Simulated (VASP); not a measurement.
# VSi11C12 (a cell with a defect) in VASP: a series of runs

The runs below take VSi11C12 (a cell with a defect) through single point, relaxation of the atoms, with PBEsol+U.

Everything below comes from runs of VASP 6.6.1. Logs are shortened: lines on timing, memory, paths and dates and some standing lists are left out, and cuts for length are marked.

## (1) Starting point

The cell holds a defect, 24 atoms: a = 9.245 Å, b = 6.163 Å, c = 6.163 Å, α = 60.00°, β = 60.00°, γ = 60.00°.

## (2) Single point, PBEsol+U, collinear spin, ferromagnetic start

File INCAR:

```
PREC = Accurate ; ENCUT = 450
EDIFF = 1E-5 ; ISMEAR = 0
SIGMA = 0.03 ; LREAL = Auto
LASPH = T ; NELM = 120
ALGO = Normal ; ISIF = 2
LWAVE = F ; LCHARG = F
ISPIN = 2 ; MAGMOM = 1 0 0 0 0 0 0 0 0 0 0 0 0 0 0 0 0 0 0 0 0 0 0 0
LORBIT = 11 ; NUPDOWN = 1
LMAXMIX = 4 ; LDAU = T
LDAUTYPE = 2 ; LDAUL = 2 -1 -1
LDAUU = 3 0 0 ; LDAUJ = 0 0 0
LDAUPRINT = 1 ; GGA = PS
KPAR = 4
```

File KPOINTS:

```
regular mesh
0
Gamma
  2 3 3
```

File POSCAR:

```
VSi11C12
1.0
    0.0000000000      6.5370000000      6.5370000000
    4.3580000000      0.0000000000      4.3580000000
    4.3580000000      4.3580000000      0.0000000000
V Si C
1 11 12
Direct
    0.0000000000      0.0000000000      0.0000000000
    0.0000000000      0.0000000000      0.5000000000
    0.0000000000      0.5000000000      0.0000000000
    0.0000000000      0.5000000000      0.5000000000
    0.3333330000      0.0000000000      0.0000000000
    0.3333330000      0.0000000000      0.5000000000
    0.3333330000      0.5000000000      0.0000000000
    0.3333330000      0.5000000000      0.5000000000
    0.6666670000      0.0000000000      0.0000000000
    0.6666670000      0.0000000000      0.5000000000
    0.6666670000      0.5000000000      0.0000000000
    0.6666670000      0.5000000000      0.5000000000
    0.0833333333      0.1250000000      0.1250000000
    0.0833333333      0.1250000000      0.6250000000
    0.0833333333      0.6250000000      0.1250000000
    0.0833333333      0.6250000000      0.6250000000
    0.4166663333      0.1250000000      0.1250000000
    0.4166663333      0.1250000000      0.6250000000
    0.4166663333      0.6250000000      0.1250000000
    0.4166663333      0.6250000000      0.6250000000
    0.7500003333      0.1250000000      0.1250000000
    0.7500003333      0.1250000000      0.6250000000
    0.7500003333      0.6250000000      0.1250000000
    0.7500003333      0.6250000000      0.6250000000
```

Potentials or basis: VASP PAW PBE potentials, release 64 (V_sv, Si, C).

On the command line:

```bash
$ cat potpaw_PBE.64/V_sv/POTCAR potpaw_PBE.64/Si/POTCAR potpaw_PBE.64/C/POTCAR > POTCAR
$ mpirun -np 4 vasp_std > vasp.out
```

OUTCAR:

```text
PREC = Accurate
   ENCUT = 450
   EDIFF = 1E-5
   ISMEAR = 0
   LREAL = Auto
   LASPH = T
   NELM = 120
   ISIF = 2
   ISPIN = 2
   LORBIT = 11
   NUPDOWN = 1
   GGA = PS

 ion  position               nearest neighbor table
   1  0.000  0.000  0.000-  21 1.89  13 1.89  15 1.89  14 1.89
   2  0.000  0.000  0.500-  22 1.89  14 1.89  16 1.89  13 1.89   6 3.08  10 3.08   9 3.08  12 3.08
                             5 3.08   8 3.08   4 3.08   3 3.08   4 3.08   3 3.08
   3  0.000  0.500  0.000-  23 1.89  15 1.89  16 1.89  13 1.89   7 3.08  11 3.08   9 3.08  12 3.08
                             8 3.08   5 3.08   4 3.08   4 3.08   2 3.08   2 3.08
   4  0.000  0.500  0.500-  24 1.89  16 1.89  14 1.89  15 1.89   8 3.08  12 3.08  11 3.08  10 3.08
                             7 3.08   6 3.08   3 3.08   2 3.08   2 3.08   3 3.08
   5  0.333  0.000  0.000-  13 1.89  17 1.89  18 1.89  19 1.89   2 3.08   3 3.08   6 3.08   7 3.08
                             6 3.08   8 3.08   7 3.08   8 3.08  10 3.08  11 3.08   9 3.08
   6  0.333  0.000  0.500-  14 1.89  18 1.89  17 1.89  20 1.89   2 3.08   4 3.08   5 3.08   8 3.08
                             5 3.08   7 3.08   7 3.08   8 3.08   9 3.08  12 3.08  10 3.08
   7  0.333  0.500  0.000-  15 1.89  19 1.89  17 1.89  20 1.89   3 3.08   4 3.08   5 3.08   8 3.08
                             6 3.08   8 3.08   5 3.08   6 3.08  12 3.08   9 3.08  11 3.08
   8  0.333  0.500  0.500-  16 1.89  20 1.89  19 1.89  18 1.89   4 3.08   3 3.08   2 3.08   6 3.08
                             7 3.08   5 3.08   7 3.08   5 3.08   6 3.08  11 3.08  10 3.08  12 3.08
   9  0.667  0.000  0.000-  21 1.89  22 1.89  23 1.89  17 1.89   2 3.08   3 3.08  10 3.08  10 3.08
                            12 3.08  11 3.08  11 3.08  12 3.08   6 3.08   7 3.08   5 3.08
  10  0.667  0.000  0.500-  22 1.89  21 1.89  24 1.89  18 1.89   2 3.08   4 3.08  12 3.08   9 3.08
                            11 3.08   9 3.08  11 3.08  12 3.08   8 3.08   5 3.08   6 3.08
  11  0.667  0.500  0.000-  23 1.89  21 1.89  24 1.89  19 1.89   3 3.08   4 3.08  12 3.08   9 3.08
                            10 3.08  12 3.08   9 3.08  10 3.08   8 3.08   5 3.08   7 3.08
  12  0.667  0.500  0.500-  24 1.89  23 1.89  22 1.89  20 1.89   4 3.08   3 3.08   2 3.08  10 3.08
                             9 3.08  11 3.08  11 3.08   9 3.08  10 3.08   6 3.08   7 3.08   8 3.08
  13  0.083  0.125  0.125-   5 1.89   1 1.89   3 1.89   2 1.89
  14  0.083  0.125  0.625-   6 1.89   2 1.89   4 1.89   1 1.89
  15  0.083  0.625  0.125-   7 1.89   3 1.89   4 1.89   1 1.89
  16  0.083  0.625  0.625-   8 1.89   4 1.89   2 1.89   3 1.89
  17  0.417  0.125  0.125-   5 1.89   6 1.89   7 1.89   9 1.89
  18  0.417  0.125  0.625-   6 1.89   5 1.89   8 1.89  10 1.89
  19  0.417  0.625  0.125-   7 1.89   5 1.89   8 1.89  11 1.89
  20  0.417  0.625  0.625-   8 1.89   7 1.89   6 1.89  12 1.89
  21  0.750  0.125  0.125-   1 1.89   9 1.89  10 1.89  11 1.89
  22  0.750  0.125  0.625-   2 1.89  10 1.89   9 1.89  12 1.89
  23  0.750  0.625  0.125-   3 1.89  11 1.89   9 1.89  12 1.89
  24  0.750  0.625  0.625-   4 1.89  12 1.89  11 1.89  10 1.89

  LATTYP: Found a face centered orthorhombic cell.
 ALAT       =     6.1631427048
 B/A-ratio  =     1.7320508076
 C/A-ratio  =     2.4494897428

  Lattice vectors:

 A1 = (   0.0000000000,   6.5370000000,   6.5370000000)
 A2 = (  -4.3580000000,   2.1790000000,   6.5370000000)
 A3 = (   4.3580000000,   0.0000000000,   4.3580000000)

Analysis of symmetry for initial positions (statically):
=====================================================================
 Subroutine PRICEL returns:
 Original cell was already a primitive cell.

 Routine SETGRP: Setting up the symmetry group for a
 face centered orthorhombic supercell.

 Subroutine GETGRP returns: Found  2 space group operations
 (whereof  2 operations were pure point group operations)
 out of a pool of  8 trial point group operations.

The static configuration has the point symmetry C_1h.

Analysis of symmetry for dynamics (positions and initial velocities):
=====================================================================
 Subroutine PRICEL returns:
 Original cell was already a primitive cell.

 Routine SETGRP: Setting up the symmetry group for a
 face centered orthorhombic supercell.

 Subroutine GETGRP returns: Found  2 space group operations
 (whereof  2 operations were pure point group operations)
 out of a pool of  8 trial point group operations.

[... 190 lines left out ...]

spin component  1

  0.4005 -0.0009  0.0143 -0.0002  0.0002
 -0.0009  0.3998  0.0053 -0.0009 -0.0092
  0.0143  0.0053  0.4400 -0.0073  0.0104
 -0.0002 -0.0009 -0.0073  0.4005 -0.0123
  0.0002 -0.0092  0.0104 -0.0123  0.4279

spin component  2

  0.3532 -0.0015 -0.0019  0.0009 -0.0000
 -0.0015  0.3533 -0.0010 -0.0015  0.0017
 -0.0019 -0.0010  0.0853  0.0010 -0.0005
  0.0009 -0.0015  0.0010  0.3532  0.0016
 -0.0000  0.0017 -0.0005  0.0016  0.0858

 occupancies and eigenvectors

  o =  0.0850  v =  0.0000  0.0000  0.0000  0.0000  0.0000  0.0062  0.0000  0.8660 -0.0062  0.5000      0.0000  0.0000  0.0000  0.0000  0.0000  0.0000  0.0000  0.0000  0.0000  0.0000
  o =  0.0861  v =  0.0000  0.0000  0.0000  0.0000  0.0000  0.0034  0.0072  0.5000  0.0034 -0.8660      0.0000  0.0000  0.0000  0.0000  0.0000  0.0000  0.0000  0.0000  0.0000  0.0000
  o =  0.3516  v =  0.0000  0.0000  0.0000  0.0000  0.0000  0.4554  0.7649 -0.0043  0.4554  0.0075      0.0000  0.0000  0.0000  0.0000  0.0000  0.0000  0.0000  0.0000  0.0000  0.0000
  o =  0.3523  v =  0.0000  0.0000  0.0000  0.0000  0.0000  0.7071 -0.0000 -0.0076 -0.7071 -0.0044      0.0000  0.0000  0.0000  0.0000  0.0000  0.0000  0.0000  0.0000  0.0000  0.0000
  o =  0.3558  v =  0.0000  0.0000  0.0000  0.0000  0.0000 -0.5409  0.6441 -0.0005 -0.5409  0.0008      0.0000  0.0000  0.0000  0.0000  0.0000  0.0000  0.0000  0.0000  0.0000  0.0000
  o =  0.3918  v =  0.4235  0.6728 -0.2171  0.4235  0.3761  0.0000  0.0000  0.0000  0.0000  0.0000      0.0000  0.0000  0.0000  0.0000  0.0000  0.0000  0.0000  0.0000  0.0000  0.0000
  o =  0.3947  v = -0.6688  0.0000  0.2810  0.6688  0.1622  0.0000  0.0000  0.0000  0.0000  0.0000      0.0000  0.0000  0.0000  0.0000  0.0000  0.0000  0.0000  0.0000  0.0000  0.0000
  o =  0.4014  v =  0.5255 -0.6689 -0.0057  0.5255  0.0099  0.0000  0.0000  0.0000  0.0000  0.0000      0.0000  0.0000  0.0000  0.0000  0.0000  0.0000  0.0000  0.0000  0.0000  0.0000
  o =  0.4289  v =  0.2108  0.3159  0.4504  0.2108 -0.7801  0.0000  0.0000  0.0000  0.0000  0.0000      0.0000  0.0000  0.0000  0.0000  0.0000  0.0000  0.0000  0.0000  0.0000  0.0000
  o =  0.4521  v = -0.2294 -0.0000 -0.8192  0.2294 -0.4729  0.0000  0.0000  0.0000  0.0000  0.0000      0.0000  0.0000  0.0000  0.0000  0.0000  0.0000  0.0000  0.0000  0.0000  0.0000

 number of electron     105.0000002 magnetization       0.9999999

 Free energy of the ion-electron system (eV)
  ---------------------------------------------------
  ext. energy  EPLUGINS =         0.00000000
  ---------------------------------------------------
  free energy    TOTEN  =      -189.16153591 eV

  energy without entropy =     -189.15920774  energy(sigma->0) =     -189.16037183

 E-fermi :   8.1183     XC(G=0): -11.5940

 val. band max:        9.4148037362   @ k =   0.5000   0.0000   0.0000
 cond. band min:       9.3447352403   @ k =   0.5000   0.0000   0.0000
 fundamental gap:     -0.0700684959
 Fermi energy:         9.4271789735

 spin component 1

 k-point     1 :       0.0000    0.0000    0.0000
  band No.  band energies     occupation
      1     -55.6173      1.00000
      2     -29.6861      1.00000
      3     -29.6727      1.00000
      4     -29.6500      1.00000
      5      -7.2264      1.00000
      6      -5.2220      1.00000
[... 525 lines left out ...]
     63      13.1106      0.00000
     64      13.2227      0.00000
 Fermi energy:         8.1182653843

 spin component 2

 k-point     1 :       0.0000    0.0000    0.0000
  band No.  band energies     occupation
      1     -54.7787      1.00000
      2     -28.8868      1.00000
      3     -28.8512      1.00000
      4     -28.7899      1.00000
      5      -7.2146      1.00000
      6      -5.2130      1.00000
[... 525 lines left out ...]
     63      13.1927      0.00000
     64      13.2780      0.00000
 [bands above 64 left out]

------------------------ aborting loop because EDIFF is reached ----------------------------------------

  FORCE on cell =-STRESS in cart. coord.  units (eV):
  Direction    XX          YY          ZZ          XY          YZ          ZX
  --------------------------------------------------------------------------------------
  -------------------------------------------------------------------------------------
  Total        5.2410614      5.2645589      5.2645589     -0.0738371      0.0399879     -0.0738378
  in kB       33.8179201     33.9695381     33.9695381     -0.4764338      0.2580217     -0.4764383
  external PRESSURE =      33.9189988 kB  Pullay stress =       0.0000000 kB

 VOLUME and BASIS-vectors are now :
 -----------------------------------------------------------------------------
  energy-cutoff  :      450.00
  volume of cell :      248.30
      direct lattice vectors                 reciprocal lattice vectors
     0.000000000  6.537000000  6.537000000    -0.076487685  0.076487685  0.076487685
     4.358000000  0.000000000  4.358000000     0.114731528 -0.114731528  0.114731528
     4.358000000  4.358000000  0.000000000     0.114731528  0.114731528 -0.114731528

 POSITION                                       TOTAL-FORCE (eV/Angst)
 -----------------------------------------------------------------------------------
      0.00000      0.00000      0.00000         0.067383     -0.070394     -0.070394
      2.17900      2.17900      0.00000         0.044617     -0.003383     -0.364216
      2.17900      0.00000      2.17900         0.044617     -0.364216     -0.003383
      4.35800      2.17900      2.17900         0.350648     -0.017220     -0.017220
      0.00000      2.17900      2.17900        -0.216797      0.006913      0.006913
      2.17900      4.35800      2.17900         0.012585      0.183399     -0.016174
[... 16 lines left out ...]
      3.26850      5.44750      7.62650         0.009423     -0.004754     -0.014611
      5.44750      7.62650      7.62650         0.004473     -0.006875     -0.006875
 -----------------------------------------------------------------------------------
    total drift:                               -0.003695      0.000033      0.000034

  FREE ENERGIE OF THE ION-ELECTRON SYSTEM (eV)
  ---------------------------------------------------
  free  energy   TOTEN  =      -189.1615359125 eV

  energy  without entropy=     -189.1592077388  energy(sigma->0) =     -189.16037183

 total charge

# of ion       s       p       d       tot
------------------------------------------
    1        2.416   6.337   3.258  12.011
    2        0.710   0.964   0.000   1.673
    3        0.710   0.964   0.000   1.673
    4        0.709   0.964   0.000   1.674
    5        0.709   0.968   0.000   1.677
    6        0.708   0.968   0.000   1.676
[... 16 lines left out ...]
   23        0.835   1.698   0.000   2.534
   24        0.835   1.699   0.000   2.535
--------------------------------------------------
tot         20.335  37.310   3.258  60.903

 magnetization (x)

# of ion       s       p       d       tot
------------------------------------------
    1        0.010   0.005   0.835   0.850
    2        0.007   0.003   0.000   0.010
    3        0.007   0.003   0.000   0.010
    4        0.006   0.003   0.000   0.009
    5        0.003   0.002   0.000   0.006
    6        0.003   0.003   0.000   0.006
[... 16 lines left out ...]
   23        0.000  -0.002   0.000  -0.001
   24        0.001  -0.001   0.000  -0.000
--------------------------------------------------
tot          0.046  -0.078   0.835   0.803
```

It took 1.9 min on 4 MPI ranks of Intel Xeon 6975P-C (Granite Rapids), shared host; peak memory 0.55 GiB.

Results:

```
Free energy                                           : -189.1615 eV
Largest force                                         : 1.825 eV/Å
Net moment                                            : 1.00 μB per cell
Site moments                                          : V +0.85; Si +0.01, +0.00; C -0.03, -0.00, +0.00, -0.02 μB
Valence electrons inside the program's atomic spheres : V 12.01; Si 1.67, 1.68; C 2.55, 2.53, 2.54
```

Forces on the atoms (eV/Å):
```
V    0.067 -0.070 -0.070
Si   0.045 -0.003 -0.364
Si   0.045 -0.364 -0.003
Si   0.351 -0.017 -0.017
Si  -0.217  0.007  0.007
Si   0.013  0.183 -0.016
Si   0.013 -0.016  0.183
Si  -0.019  0.022  0.022
Si  -0.232  0.036  0.036
Si   0.053  0.144 -0.015
Si   0.053 -0.015  0.144
Si  -0.039 -0.006 -0.006
C    0.911  1.044  1.044
C   -1.104 -0.885  1.066
C   -1.104  1.066 -0.885
C   -0.020  0.018  0.018
C    0.018  0.008  0.008
C    0.044 -0.042 -0.015
C    0.044 -0.015 -0.042
C   -0.008 -0.019 -0.019
C    1.064 -1.049 -1.049
C    0.009 -0.015 -0.005
C    0.009 -0.005 -0.015
C    0.004 -0.007 -0.007
```

Eigenvalues of the final occupation matrices:
```csv
site,spin,trace,eigenvalues
site 1 d,1,2.07,0.39 0.39 0.40 0.43 0.45
site 1 d,2,1.23,0.08 0.09 0.35 0.35 0.36
```

Caveat: the k mesh is coarse (spacing up to 0.42 Å⁻¹), so the values aren't converged; the cutoff is under 1.25 times the usual one of these potentials, so pressure, stress and relaxed cells hold a basis-set (Pulay) error; the PAW data sets were made with another functional, which shifts forces and pressure a little; the total moment is fixed, so each spin has its own Fermi level; the U is typed as a test and isn't derived for this compound. The state reached can hang on the start; a lower one may exist.

## (3) Relaxation of the atoms, PBEsol+U, collinear spin, ferromagnetic start

File INCAR:

```
SYSTEM = VSi11C12
PREC = Accurate
ENCUT = 450
EDIFF = 1E-5
ISMEAR = 0
SIGMA = 0.03
LREAL = Auto
LASPH = .TRUE.
NELM = 120
ALGO = Normal
ISIF = 2
LWAVE = .FALSE.
LCHARG = .FALSE.
ISPIN = 2
MAGMOM = 1 0 0 0 0 0 0 0 0 0 0 0 0 0 0 0 0 0 0 0 0 0 0 0
LORBIT = 11
LMAXMIX = 4
LDAU = .TRUE.
LDAUTYPE = 2
LDAUL = 2 -1 -1
LDAUU = 3 0 0
LDAUJ = 0 0 0
LDAUPRINT = 1
GGA = PS
IBRION = 2
NSW = 40
EDIFFG = -0.03
KPAR = 4
```

File KPOINTS:

```
Automatic mesh
0
G
  2 3 3
  0 0 0
```

POSCAR is that of step 2.

Potentials or basis: VASP PAW PBE potentials, release 64 (V_sv, Si, C).

On the command line:

```bash
$ cat potpaw_PBE.64/V_sv/POTCAR potpaw_PBE.64/Si/POTCAR potpaw_PBE.64/C/POTCAR > POTCAR
$ mpirun -np 4 vasp_std > vasp.out
```

It took 7.4 min on 4 MPI ranks of Intel Xeon 6975P-C (Granite Rapids), shared host; peak memory 0.62 GiB.

It converged, with:

```yaml
Free_energy: -189.6416 eV
Energy_gained_by_relaxing: 13.2 meV/atom
Ionic_steps: 10
Largest_force_after_relaxing: 0.029 eV/Å
Band_gap_on_the_k_mesh: 0.49 eV, indirect (least direct gap 0.86 eV)
Net_moment: -1.00 μB per cell
Site_moments: V -1.02; Si -0.01, +0.00, -0.00; C +0.03, +0.00, +0.02 μB
Valence_electrons_inside_the_program's_atomic_spheres: V 11.79; Si 1.69, 1.67, 1.68; C 2.55, 2.54, 2.53
```

Forces in eV/Å, atoms in the order of the input:
```
V   -0.004 -0.013 -0.013
Si  -0.013  0.001 -0.009
Si  -0.013 -0.009  0.001
Si  -0.002 -0.003 -0.003
Si   0.004 -0.001 -0.001
Si   0.003  0.000 -0.005
Si   0.003 -0.005  0.000
Si  -0.014  0.010  0.010
Si   0.020 -0.004 -0.004
Si   0.008  0.014  0.012
Si   0.008  0.012  0.014
Si   0.001  0.004  0.004
C   -0.025 -0.003 -0.003
C   -0.005 -0.011 -0.002
C   -0.005 -0.002 -0.011
C   -0.006 -0.007 -0.007
C    0.005 -0.017 -0.017
C    0.005  0.016 -0.007
C    0.005 -0.007  0.016
C   -0.004  0.000  0.000
C   -0.001 -0.006 -0.006
C    0.014  0.024 -0.010
C    0.014 -0.010  0.024
C   -0.001  0.017  0.017
```

The path:
```csv
step,energy change (eV),largest force (eV/Å),pressure (GPa)
1,0.0000,2.1759,3.96
2,-0.2426,0.8995,3.48
3,-0.2911,0.3931,3.51
4,-0.3078,0.3424,3.50
5,-0.3088,0.2124,3.50
6,-0.3145,0.1015,3.49
7,-0.3148,0.1090,3.52
8,-0.3168,0.0587,3.48
9,-0.3168,0.0612,3.48
10,-0.3174,0.0291,3.48
```

Final structure:
```
CELL_PARAMETERS angstrom
0.00000 6.53700 6.53700
4.35800 0.00000 4.35800
4.35800 4.35800 0.00000
ATOMIC_POSITIONS crystal
V 0.99832 0.00046 0.00046
Si 0.99952 0.99853 0.50069
Si 0.99952 0.50069 0.99853
Si 0.00002 0.50005 0.50005
Si 0.33266 0.00067 0.00067
Si 0.33619 0.99909 0.49748
Si 0.33619 0.49748 0.99909
Si 0.33305 0.50028 0.50028
Si 0.66770 0.99941 0.99941
Si 0.66442 0.00027 0.50371
Si 0.66442 0.50371 0.00027
Si 0.66744 0.49944 0.49944
C 0.08465 0.12995 0.12995
C 0.08857 0.12641 0.61064
C 0.08857 0.61064 0.12641
C 0.08340 0.62445 0.62445
C 0.41991 0.12262 0.12262
C 0.41493 0.12556 0.62753
C 0.41493 0.62753 0.12556
C 0.41789 0.62416 0.62416
C 0.73710 0.13346 0.13346
C 0.75035 0.12467 0.62538
C 0.75035 0.62538 0.12467
C 0.74989 0.62508 0.62508
```

Levels at points of the mesh, in eV from the valence-band top:
Spin up:
```csv
k point,band 49,band 50,band 51,band 52,band 53,band 54,band 55,band 56
"(0.00, 0.00, 0.00)",-1.46,-1.00,-0.92,-0.91,0.58,1.45,1.62,1.80
"(0.50, 0.00, 0.00)",-1.39,-1.39,-1.01,-1.00,0.57,0.73,1.47,1.81
```
Spin down:
```csv
k point,band 49,band 50,band 51,band 52,band 53,band 54,band 55,band 56,band 57,band 58
"(0.00, 0.00, 0.00)",-1.52,-1.04,-0.94,-0.91,-0.30,0.55,1.05,1.55,1.58,1.86
"(0.50, 0.00, 0.00)",-1.41,-1.41,-1.07,-1.01,-0.42,0.49,0.71,1.11,1.69,1.82
```

Eigenvalues of the final occupation matrices:
```
    site  spin  trace               eigenvalues
site 1 d     1   1.08  0.06 0.08 0.29 0.33 0.33
site 1 d     2   2.09  0.11 0.34 0.39 0.39 0.86
```

Caveat: the cutoff is under 1.25 times the usual one of these potentials, so pressure, stress and relaxed cells hold a basis-set (Pulay) error; the PAW data sets were made with another functional, which shifts forces and pressure a little; the U is typed as a test and isn't derived for this compound. The state reached can hang on the start; a lower one may exist.
